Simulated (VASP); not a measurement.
Level of theory: LDA (Ceperley-Alder, Perdew-Zunger), VASP's LDA PAW potentials (set 64) (plane waves; VASP).

VASP input:

**KPOINTS**
```
Automatic mesh
0
Gamma
11 11 6
0 0 0
```

POSCAR:
```
Se
1.0
  1.6350450579  -2.8319756794   0.0000000000
  1.6350450579   2.8319756794   0.0000000000
  0.0000000000   0.0000000000   5.3246705104
Se
3
Direct
  0.9999999995   0.3339391525   0.6666670000
  0.6660608480   0.6660608480   0.0000000000
  0.3339391525   0.9999999995   0.3333330000
```

**INCAR**
```
SYSTEM  =  Se
PREC  =  Accurate; ENCUT  =  500; LREAL  =  .FALSE.
LASPH  =  .TRUE.
EDIFF  =  1E-6; NELM  =  100; ALGO  =  Normal
LMAXMIX  =  4
ISMEAR  =  1; SIGMA  =  0.1
IBRION  =  2; NSW  =  40; ISIF  =  3
EDIFFG  =  -0.02; PSTRESS  =  450
LWAVE  =  .FALSE.; LCHARG  =  .FALSE.
```

POTCAR, in this order: Se (LDA.64 set). Program: vasp_std.

Task: What will the output report for the number of irreducible k-points (NKPTS), largest plane-wave count, number of space-group operations, FFT grid (NGX, NGY, NGZ)?

Result: 
The number of irreducible k-points (NKPTS) comes out as 84 and the largest plane-wave count is 1282. The number of space-group operations comes out as 6 and the FFT grid (NGX, NGY, NGZ) is 24 × 24 × 40.

The compound is Se in the trig structure. This run relaxes it under an external pressure of 45 GPa. Symmetry was kept, so distortions that lower it aren't found.
